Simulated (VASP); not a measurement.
TeRu:

```
Ru Te
1.0
     3.79508    0.00000    0.00000
    -1.89754    3.28664    0.00000
     0.00000    0.00000    3.70381
Ru Te
1 1
Direct
  0.00000 0.00000 0.00000
  0.66667 0.33333 0.50000
```

The cell comes from a database or a generator and needn't be the stable form of this composition.

Base run:

* Program: VASP 6.6.1
* Functional: PBEsol
* Potentials or basis: VASP PAW PBE potentials, release 64 (Ru_pv, Te)
* Cutoff: 520 eV
* k mesh: 6 × 6 × 5
* Occupations: gaussian, width 0.05 eV
* Spin: collinear spin, ferromagnetic start
* Starting moments: [1.0, 0.0] μB
* Hubbard terms: Ru d U = 4 eV

Its results: pressure -9.5 GPa; site moments Ru +2.23; Te +0.04 μB.

The run is repeated on the same cell with these changes: further incar settings from ALGO = Normal; EDIFF = 1e-06; NBANDS = 21 to ALGO = Normal; EDIFF = 1e-06; fixed moment from none to 2 μB. What comes out?

Pressure -10.7 GPa; site moments Ru +1.98; Te -0.00 μB.

Caveats: the PAW data sets were made with another functional, which shifts forces and pressure a little; the U is typed as a test and isn't derived for this compound; the total moment is fixed, so each spin has its own Fermi level (some runs).
